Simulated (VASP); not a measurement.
# Be2CdS3 (P1) in VASP: relaxation of cell and atoms with PBE

Aim: the relaxation of cell and atoms of Be2CdS3 with PBE.

Program: VASP 6.6.1. These are calculated values, not measurements. Logs are shortened: lines on timing, memory, paths and dates and some standing lists are left out, and cuts for length are marked.

## 1. The structure

The typed cell holds 12 atoms: a = 6.415 Å, b = 6.251 Å, c = 6.041 Å, α = 90.80°, β = 90.36°, γ = 59.90°.

The cell was built by a generator and needn't be a form met in nature.

## 2. Relaxation of cell and atoms, PBE

INCAR

```
PREC = Normal
ENCUT = 520
EDIFF = 1E-5
ISMEAR = 0
SIGMA = 0.05
LREAL = Auto
LASPH = True
NELM = 80
ALGO = Fast
ISIF = 3
LWAVE = False
LCHARG = False
GGA = PE
IBRION = 2
NSW = 110
EDIFFG = -0.03
ISYM = 0
```

KPOINTS

```
Automatic mesh
0
Gamma
  3 3 3
```

POSCAR

```
Be2CdS3
1.0
    5.5338319400     -3.2438139000     -0.0203469400
    5.4390581300      3.0798753900     -0.0441810000
   -0.0349037700     -0.0223005400      6.0410927700
Be Cd S
4 2 6
Direct
    0.5132184700      0.1357732600      0.0092970300
    0.8186988900      0.5053728100      0.0256699700
    0.4806115400      0.8480665500      0.5149524400
    0.1504986400      0.5175853700      0.4926504800
    0.1699230300      0.8309746000      0.9858658300
    0.8207255700      0.1594030300      0.5013136000
    0.5705867000      0.8101293300      0.8452950800
    0.1451662900      0.5020131200      0.8495041500
    0.7643155400      0.2209423900      0.9294497600
    0.4725565600      0.1438200500      0.3805729400
    0.8217801000      0.5379029800      0.3402837600
    0.2274260200      0.7768765700      0.4308415700
```

Potentials or basis: VASP PAW PBE potentials, release 64 (Be, Cd, S).

On the command line:

```sh
$ cat potpaw_PBE.64/Be/POTCAR potpaw_PBE.64/Cd/POTCAR potpaw_PBE.64/S/POTCAR > POTCAR
$ mpirun -np 1 vasp_std > vasp.out
```

OUTCAR:

```text
PREC = Normal
   ENCUT = 520
   EDIFF = 1E-5
   ISMEAR = 0
   LREAL = Auto
   LASPH = True
   NELM = 80
   ISIF = 3
   GGA = PE
   IBRION = 2
   NSW = 110
   EDIFFG = -0.03
   ISYM = 0

 ion  position               nearest neighbor table
   1  0.513  0.136  0.009-   9 2.00   7 2.11  10 2.26   8 2.52
   2  0.819  0.505  0.026-  11 1.91   9 2.05   7 2.08   8 2.35
   3  0.481  0.848  0.515-  12 1.95  10 2.01   7 2.06  11 2.32
   4  0.150  0.518  0.493-  12 1.96   8 2.16  11 2.24  10 2.31
   5  0.170  0.831  0.986-   8 2.28   9 2.55   7 2.65  12 2.71   6 3.64   6 3.77
   6  0.821  0.159  0.501-  10 2.39  12 2.54  11 2.57   9 2.61   5 3.64   5 3.77
   7  0.571  0.810  0.845-   3 2.06   2 2.08   1 2.11   5 2.65
   8  0.145  0.502  0.850-   4 2.16   5 2.28   2 2.35   1 2.52
   9  0.764  0.221  0.929-   1 2.00   2 2.05   5 2.55   6 2.61
  10  0.473  0.144  0.381-   3 2.01   1 2.26   4 2.31   6 2.39
  11  0.822  0.538  0.340-   2 1.91   4 2.24   3 2.32   6 2.57
  12  0.227  0.777  0.431-   3 1.95   4 1.96   6 2.54   5 2.71

IMPORTANT INFORMATION: All symmetrisations will be switched off!
NOSYMM: (Re-)initialisation of all symmetry stuff for point group C_1.

----------------------------------------------------------------------------------------

                                     Primitive cell

  volume of cell :     209.5360

  direct lattice vectors                    reciprocal lattice vectors
     5.533831940 -3.243813900 -0.020346940     0.088790588 -0.156805071 -0.000065834
     5.439058130  3.079875390 -0.044181000     0.093523935  0.159541446  0.001129299
    -0.034903770 -0.022300540  6.041092770     0.000983034  0.000638659  0.165541003

  length of vectors
     6.414517796  6.250674981  6.041234761     0.180198788  0.184936408  0.165545153

  position of ions in fractional coordinates (direct lattice)
     0.513218470  0.135773260  0.009297030
     0.818698890  0.505372810  0.025669970
     0.480611540  0.848066550  0.514952440
     0.150498640  0.517585370  0.492650480
     0.169923030  0.830974600  0.985865830
     0.820725570  0.159403030  0.501313600
     0.570586700  0.810129330  0.845295080
     0.145166290  0.502013120  0.849504150
     0.764315540  0.220942390  0.929449760
     0.472556560  0.143820050  0.380572940
     0.821780100  0.537902980  0.340283760
     0.227426020  0.776876570  0.430841570

  ion indices of the primitive-cell ions
   primitive index   ion index
                 1           1
                 2           2
                 3           3
                 4           4
                 5           5
                 6           6
                 7           7
                 8           8
                 9           9
                10          10
                11          11
                12          12

----------------------------------------------------------------------------------------

 KPOINTS: Automatic mesh

Automatic generation of k-mesh.
 Grid dimensions read from file:
 generate k-points for:    3    3    3

 Generating k-lattice:

  Cartesian coordinates                     Fractional coordinates (reciprocal lattice)
     0.029596863 -0.052268357 -0.000021945     0.333333333 -0.000000000  0.000000000
     0.031174645  0.053180482  0.000376433     0.000000000  0.333333333 -0.000000000
     0.000327678  0.000212886  0.055180334    -0.000000000 -0.000000000  0.333333333

  Length of vectors
     0.060066263  0.061645469  0.055181718

  Shift w.r.t. Gamma in fractional coordinates (k-lattice)
     0.000000000  0.000000000  0.000000000

 Subroutine IBZKPT returns following result:
 ===========================================

 Found     14 irreducible k-points:

 Following reciprocal coordinates:
            Coordinates               Weight
  0.000000  0.000000  0.000000      1.000000
  0.333333 -0.000000 -0.000000      2.000000
  0.000000  0.333333  0.000000      2.000000
  0.333333  0.333333  0.000000      2.000000
 -0.333333  0.333333  0.000000      2.000000
 -0.000000  0.000000  0.333333      2.000000
  0.333333 -0.000000  0.333333      2.000000
 -0.333333  0.000000  0.333333      2.000000
  0.000000  0.333333  0.333333      2.000000
  0.333333  0.333333  0.333333      2.000000
 -0.333333  0.333333  0.333333      2.000000
  0.000000 -0.333333  0.333333      2.000000
  0.333333 -0.333333  0.333333      2.000000
 -0.333333 -0.333333  0.333333      2.000000
   k-points           NKPTS =     14   k-points in BZ     NKDIM =     14   number of bands    NBANDS=     41
   number of dos      NEDOS =    301   number of ions     NIONS =     12
   total plane-waves  NPLWV =  46656
   dimension x,y,z NGX =    36 NGY =   36 NGZ =   36
   dimension x,y,z NGXF=    72 NGYF=   72 NGZF=   72
   ions per type =               4   2   6
   NGX,Y,Z   is equivalent  to a cutoff of   9.33,  9.57,  9.91 a.u.
   NGXF,Y,Z  is equivalent  to a cutoff of  18.66, 19.15, 19.81 a.u.
 SYSTEM =  unknown system
   PREC   = normal    normal or accurate (medium, high low for compatibility)
   ISTART =      0    job   : 0-new  1-cont  2-samecut
   ICHARG =      2    charge: 1-file 2-atom 10-const
   ISPIN  =      1    spin polarized calculation?
   LNONCOLLINEAR =      F non collinear calculations
   LSORBIT =      F    spin-orbit coupling
   LASPH  =      T    aspherical Exc in radial PAW
   ENCUT  =  520.0 eV  38.22 Ry    6.18 a.u.  11.93 11.62 11.23*2*pi/ulx,y,z
   NELM   =     80;   NELMIN=  2; NELMDL= -5     # of ELM steps
   EDIFF  = 0.1E-04   stopping-criterion for ELM
   LREAL  =      T    real-space projection
   EDIFFG = -.3E-01   stopping-criterion for IOM
   NSW    =    110    number of steps for IOM
   IBRION =      2    ionic relax: 0-MD 1-quasi-New 2-CG
   NFREE  =      1    steps in history (QN), initial steepest desc. (CG)
   ISIF   =      3    stress and relaxation
   ISYM   =      0    0-nonsym 1-usesym 2-fastsym
   POTIM  = 0.5000    time-step for ionic-motion
   TEBEG  =    0.0;   TEEND  =   0.0 temperature during run
   PSTRESS=    0.0 pullay stress
   NELECT =      68.0000    total number of electrons
   NUPDOWN=      -1.0000    fix difference up-down
   EMIN   =  10.00;   EMAX   =-10.00  energy-range for DOS
   EFERMI =   0.00;   METHOD = LEGACY
   ISMEAR =     0;   SIGMA  =   0.05  broadening in eV -4-tet -1-fermi 0-gaus
   EFERMI_NEDOS =   21; number of points for ismear=-14 and -15
   IALGO  =     68    algorithm
   IMIX   =      4    mixing-type and parameters
     AMIX     =   0.40;   BMIX     =  1.00
     AMIX_MAG =   1.60;   BMIX_MAG =  1.00
  volume/ion in A,a.u.               =      17.46       117.83
  Fermi-wavevector in a.u.,A,eV,Ry     =   1.125015  2.125970 17.220326  1.265658
  Thomas-Fermi vector in A             =   2.261690
   LORBIT       =      0    0 simple, 1 ext, 2 COOP (PROOUT), +10 PAW based schemes
   GGA     = PE    functional components
   LHFCALC =     F    Hartree Fock is set to
   AEXX    =    0.0000 exact exchange contribution
   IVDW    =     0    specifies the selected vdW correction
   LEPSILON=     F    determine dielectric tensor
   LRPA    =     F    only Hartree local field effects (RPA)
 conjugate gradient relaxation of ions
 non-spin polarized calculation
 RMM-DIIS sequential band-by-band and
 Gauss-broadening in eV      SIGMA  =   0.05
  energy-cutoff  :      520.00
  volume of cell :      209.54
 maximum number of plane-waves:      5663
   NGX = 23   NGY = 23   NGZ = 23

--------------------------------------- Ionic step        1  -------------------------------------------

 number of electron      67.9999963 magnetization

 Free energy of the ion-electron system (eV)
  ---------------------------------------------------
  ext. energy  EPLUGINS =         0.00000000
  ---------------------------------------------------
  free energy    TOTEN  =       -50.14555941 eV

  energy without entropy =      -50.14555941  energy(sigma->0) =      -50.14555941

------------------------ aborting loop because EDIFF is reached ----------------------------------------

  FORCE on cell =-STRESS in cart. coord.  units (eV):
  Direction    XX          YY          ZZ          XY          YZ          ZX
  --------------------------------------------------------------------------------------
  -------------------------------------------------------------------------------------
  Total        9.6159837      2.8232753      2.0706282      2.6822158     -0.2490228      2.5674844
  in kB       73.5267857     21.5876361     15.8326641     20.5090518     -1.9041053     19.6317801
  external PRESSURE =      36.9823620 kB  Pullay stress =       0.0000000 kB
[... 119 lines left out ...]
  FREE ENERGIE OF THE ION-ELECTRON SYSTEM (eV)
  ---------------------------------------------------
  free  energy   TOTEN  =       -51.3697800259 eV

  energy  without entropy=      -51.3697800259  energy(sigma->0) =      -51.36978003

[... ionic steps 4 to 11 ...]

--------------------------------------- Ionic step       12  -------------------------------------------

 number of electron      67.9999996 magnetization

------------------------ aborting loop because EDIFF is reached ----------------------------------------

  FORCE on cell =-STRESS in cart. coord.  units (eV):
  Direction    XX          YY          ZZ          XY          YZ          ZX
  --------------------------------------------------------------------------------------
  -------------------------------------------------------------------------------------
  Total        0.2620947      0.0382065     -0.0174421     -0.0300629      0.0382465      0.0045453
  in kB        1.9943535      0.2907243     -0.1327218     -0.2287570      0.2910283      0.0345862
  external PRESSURE =       0.7174520 kB  Pullay stress =       0.0000000 kB
[... 77 lines left out ...]
  energy  without entropy=      -51.9427146052  energy(sigma->0) =      -51.94271461

--------------------------------------- Ionic step       14  -------------------------------------------

 number of electron      67.9999992 magnetization

 Free energy of the ion-electron system (eV)
  ---------------------------------------------------
  ext. energy  EPLUGINS =         0.00000000
  ---------------------------------------------------
  free energy    TOTEN  =       -51.94389073 eV

  energy without entropy =      -51.94389073  energy(sigma->0) =      -51.94389073

 E-fermi :   3.1078     XC(G=0):  -9.5975

 val. band max:        2.8751362627   @ k =   0.0000   0.0000   0.0000
 cond. band min:       5.9366525715   @ k =   0.0000   0.0000   0.0000
 fundamental gap:      3.0615163088
 Fermi energy:         3.1077601866

 k-point     1 :       0.0000    0.0000    0.0000
  band No.  band energies     occupation
      1     -10.1874      2.00000
      2      -9.0724      2.00000
      3      -8.7348      2.00000
      4      -8.7198      2.00000
      5      -8.6934      2.00000
      6      -8.6914      2.00000
[... 644 lines left out ...]
  FREE ENERGIE OF THE ION-ELECTRON SYSTEM (eV)
  ---------------------------------------------------
  free  energy   TOTEN  =       -51.9438907282 eV

  energy  without entropy=      -51.9438907282  energy(sigma->0) =      -51.94389073

 reached required accuracy - stopping structural energy minimisation
```

Run time: 9.2 min. Hardware: 1 thread of Intel Xeon Platinum 8175M at 2.50GHz (Skylake/Cascade Lake), shared host; peak memory 0.26 GiB.

Results:

```
Free energy                            : -51.9439 eV
Relaxed volume                         : 17.57 Å³/atom
Relaxed cell                           : a = 6.381 Å, b = 6.383 Å, c = 5.974 Å, α = 89.98°, β = 89.98°, γ = 60.05°
Space group after relaxing (to 0.05 Å) : Cmc2_1 (No. 36)
Energy gained by relaxing              : 149.9 meV/atom
Ionic steps                            : 14
Pressure after relaxing                : 0.0 GPa
Largest force after relaxing           : 0.025 eV/Å
Band gap on the k mesh                 : 3.06 eV, direct
```

Forces on the atoms (eV/Å):
```
Be   0.012 -0.007  0.003
Be  -0.006 -0.004 -0.008
Be   0.021  0.009  0.008
Be  -0.011 -0.002 -0.011
Cd  -0.015 -0.002  0.014
Cd  -0.004  0.009  0.003
S   -0.024  0.002  0.002
S    0.007 -0.001  0.003
S   -0.004 -0.002 -0.013
S    0.016 -0.006  0.001
S    0.002  0.004 -0.002
S    0.007  0.000  0.001
```

The path:
```tsv
step	energy change (eV)	largest force (eV/Å)	pressure (GPa)	volume (Å³)
1	0.0000	3.4539	3.70	209.54
2	-1.2206	0.9882	-3.17	221.89
3	-1.2242	0.9447	-3.40	222.69
4	-1.5771	0.8297	-0.31	212.57
5	-1.6054	0.8424	1.10	208.92
6	-1.7359	0.4720	0.51	209.87
7	-1.7651	0.2974	0.18	210.55
8	-1.7866	0.1399	-0.20	211.38
9	-1.7884	0.1245	-0.34	211.69
10	-1.7938	0.0945	0.10	210.38
11	-1.7940	0.0861	0.32	209.96
12	-1.7970	0.0694	0.07	210.56
13	-1.7972	0.0658	-0.01	210.72
14	-1.7983	0.0246	-0.03	210.81
```

Final structure:
```cif
data_structure
_symmetry_space_group_name_H-M 'P 1'
_symmetry_Int_Tables_number 1
_cell_length_a 6.3810
_cell_length_b 6.3825
_cell_length_c 5.9736
_cell_angle_alpha 89.984
_cell_angle_beta 89.979
_cell_angle_gamma 60.054
_cell_volume 210.81
loop_
_atom_site_label
_atom_site_type_symbol
_atom_site_fract_x
_atom_site_fract_y
_atom_site_fract_z
_atom_site_occupancy
Be1 Be 0.48117 0.16812 0.00415 1
Be2 Be 0.82811 0.51459 0.00467 1
Be3 Be 0.51105 0.82957 0.50365 1
Be4 Be 0.16465 0.48411 0.50444 1
Cd1 Cd 0.17551 0.82173 0.99742 1
Cd2 Cd 0.81726 0.17626 0.49891 1
S1 S 0.54653 0.83619 0.86040 1
S2 S 0.15977 0.45064 0.86105 1
S3 S 0.77902 0.21711 0.92502 1
S4 S 0.44628 0.16196 0.36073 1
S5 S 0.83298 0.54716 0.36134 1
S6 S 0.21319 0.78142 0.42392 1
```

Caveat: an odd mesh through Γ misses points on the zone boundary, where band edges often lie.
